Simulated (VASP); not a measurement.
Wanted: the native input for a VASP 6.6.1 run.

```
Task                   : relaxation of cell and atoms
Functional             : PBE
Potentials or basis    : VASP PAW PBE potentials, release 64 (Sn_d, H, Br)
Cutoff                 : 520 eV
k mesh                 : 3 × 3 × 4
Occupations            : gaussian, width 0.15 eV
Spin                   : no spin polarisation
Further INCAR settings : PREC = Normal; ALGO = Fast; EDIFF = 0.0001; IBRION = 2; EDIFFG = -0.08; NSW = 24; ISIF = 3
```

The structure of Sn2H3Br lies in POSCAR:

```
Sn2H3Br
1.0
    6.0057612900      0.0000000000      0.0000000000
   -3.0028806500      5.2011418500      0.0000000000
    0.0000000000      0.0000000000      3.5302488800
Sn H Br
2 3 1
Direct
    0.3333333300      0.6666666700      0.5000000000
    0.6666666700      0.3333333300      0.5000000000
    0.0000000000      0.5000000000      0.0000000000
    0.5000000000      0.0000000000      0.0000000000
    0.5000000000      0.5000000000      0.0000000000
    0.0000000000      0.0000000000      0.5000000000
```

The cell was built by a generator and needn't be a form met in nature.

These files were run (other wordings do the same):

INCAR

```
SYSTEM = Sn2H3Br
ALGO = Fast ; EDIFF = 1E-4
EDIFFG = -0.08 ; ENCUT = 520
GGA = PE ; IBRION = 2
ISIF = 3 ; ISMEAR = 0
KPAR = 2 ; LASPH = .True.
LCHARG = .False. ; LREAL = .False.
LWAVE = .False. ; NELM = 60
NSW = 24 ; PREC = Normal
SIGMA = 0.15
```

KPOINTS

```
k-points
0
Gamma
  3 3 4
  0 0 0
```

Potentials or basis: VASP PAW PBE potentials, release 64 (Sn_d, H, Br).

Launch:

```bash
$ cat potpaw_PBE.64/Sn_d/POTCAR potpaw_PBE.64/H/POTCAR potpaw_PBE.64/Br/POTCAR > POTCAR
$ mpirun -np 2 vasp_std > vasp.out
```

It gave:

| Quantity | Value |
| --- | --- |
| Relaxed volume | 15.91 Å³/atom |
| Relaxed cell | a = 5.671 Å, b = 5.671 Å, c = 3.428 Å, α = 90.00°, β = 90.00°, γ = 120.00° |
| Space group after relaxing (to 0.05 Å) | P6/mmm (No. 191) |
| Energy gained by relaxing | 48.8 meV/atom |
| Ionic steps | 5 |
| Pressure after relaxing | 0.1 GPa |
| Band gap on the k mesh | none (metal or under the smearing width) |

Caveat: the k mesh is coarse (spacing up to 0.44 Å⁻¹), so the values aren't converged.

It took 23 s on 2 MPI ranks on Intel(R) Xeon(R) Platinum 8559C (Emerald Rapids) (shared host), peak memory 0.17 GiB a rank.
